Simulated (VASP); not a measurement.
A convergence study with VASP on ZrSe2 (1T layered): one setting is varied, all else stays as given below, so the limit is that of these other settings.

```
ZrSe2
1.0
    1.88500    -3.26492     0.00000
    1.88500     3.26492     0.00000
    0.00000     0.00000     6.14000
Zr Se
1 2
Direct
  0.00000   0.00000   0.00000
  0.33333   0.66667   0.25500
  0.66667   0.33333   0.74500
```

Method: PBE GGA, VASP's PBE PAW potentials (set 64) (plane waves; VASP). The tightest run used: 550 eV cut-off, 16×16×8 Γ-centred mesh, Gaussian smearing of 0.050 eV, potentials Zr_sv Se.

The reference is 16×16×8 mesh, which took about 4 core-minutes. The timings are rough (shared machines, no repeats); factors under 2 mean little.

Of the settings 1×1×1 mesh; 2×2×1 mesh; 3×3×2 mesh; 4×4×2 mesh; 5×5×2 mesh; 6×6×3 mesh; 7×7×4 mesh; 8×8×4 mesh; 9×9×4 mesh; 10×10×5 mesh; 11×11×6 mesh; 12×12×6 mesh; 13×13×6 mesh; 14×14×7 mesh; 15×15×8 mesh; 16×16×8 mesh, which is the lowest that keeps the difference from the reference in E (eV/atom) within 0.005 from there on, and what does it cost?

7×7×4 mesh; its cost over the reference is about 1/7.
```json
[
 {"setting": "1×1×1 mesh", "difference in E (eV/atom)": "3.2551", "cost over the reference": "about 1/30"},
 {"setting": "2×2×1 mesh", "difference in E (eV/atom)": "0.3854", "cost over the reference": "about 1/30"},
 {"setting": "3×3×2 mesh", "difference in E (eV/atom)": "0.0916", "cost over the reference": "about 1/20"},
 {"setting": "4×4×2 mesh", "difference in E (eV/atom)": "0.0401", "cost over the reference": "about 1/10"},
 {"setting": "5×5×2 mesh", "difference in E (eV/atom)": "0.0186", "cost over the reference": "about 1/20"},
 {"setting": "6×6×3 mesh", "difference in E (eV/atom)": "0.0071", "cost over the reference": "about 1/9"},
 {"setting": "7×7×4 mesh", "difference in E (eV/atom)": "0.0031", "cost over the reference": "about 1/7"},
 {"setting": "8×8×4 mesh", "difference in E (eV/atom)": "0.0015", "cost over the reference": "about 1/6"},
 {"setting": "9×9×4 mesh", "difference in E (eV/atom)": "0.0008", "cost over the reference": "about 1/4"},
 {"setting": "10×10×5 mesh", "difference in E (eV/atom)": "0.0004", "cost over the reference": "about 1/3"},
 {"setting": "11×11×6 mesh", "difference in E (eV/atom)": "0.0002", "cost over the reference": "within a factor of 2"},
 {"setting": "12×12×6 mesh", "difference in E (eV/atom)": "0.0001", "cost over the reference": "about 1/2"},
 {"setting": "13×13×6 mesh", "difference in E (eV/atom)": "0.0000", "cost over the reference": "about 1/2"},
 {"setting": "14×14×7 mesh", "difference in E (eV/atom)": "0.0000", "cost over the reference": "within a factor of 2"},
 {"setting": "15×15×8 mesh", "difference in E (eV/atom)": "0.0000", "cost over the reference": "within a factor of 2"},
 {"setting": "16×16×8 mesh", "difference in E (eV/atom)": "0.0000", "cost over the reference": "reference"}
]
```

Left out are rungs that failed or repeat a setting and relaxations that didn't move; long series are thinned to 24 rows.

The compound is ZrSe2 in the 1T layered structure. The cell was not relaxed at this level.
